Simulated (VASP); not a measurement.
Level of theory: PBEsol GGA, VASP's PBE PAW potentials (set 64) (plane waves; VASP).

The input files of a VASP run:

File POSCAR:
```
SnTe
1
    0.0000000000     3.1425403438     3.1425403438
    3.1425403438     0.0000000000     3.1425403438
    3.1425403438     3.1425403438     0.0000000000
Sn Te
1 1
Direct
  0.0000000000   0.0000000000   0.0000000000
  0.5000000000   0.5000000000   0.5000000000
```

### INCAR
```
NSW = 40   ! most ionic steps
EDIFF = 1E-6
LWAVE = F
SYSTEM = SnTe
ISMEAR = 0   ! Gaussian
LASPH = T   ! aspherical one-centre terms
PREC = Accurate
LREAL = F
ALGO = Normal
SIGMA = 0.05   ! width (eV)
IBRION = 2
NELM = 100   ! most electronic steps
LMAXMIX = 4   ! l cut-off of mixed one-centre charges
ENCUT = 500
EDIFFG = -0.02   ! ionic stop
ISIF = 3
LCHARG = F
PSTRESS = 50
GGA = PS
```

KPOINTS:
```
Automatic mesh
0
Gamma
7 7 7
0 0 0
```

POTCAR, in this order: Sn_d Te (PBE.64 set). Program: vasp_std.

What will the output report for the number of irreducible k-points (NKPTS), largest plane-wave count, number of space-group operations, FFT grid (NGX, NGY, NGZ)?

| Property | Value |
|---|---|
| number of irreducible k-points (NKPTS) | 20 |
| largest plane-wave count | 1600 |
| number of space-group operations | 48 |
| FFT grid (NGX, NGY, NGZ) | 32 × 32 × 32 |

The compound is SnTe in the rock salt structure, which distorts at low temperature. This run relaxes it under an external pressure of 5 GPa. Symmetry was kept, so distortions that lower it aren't found.
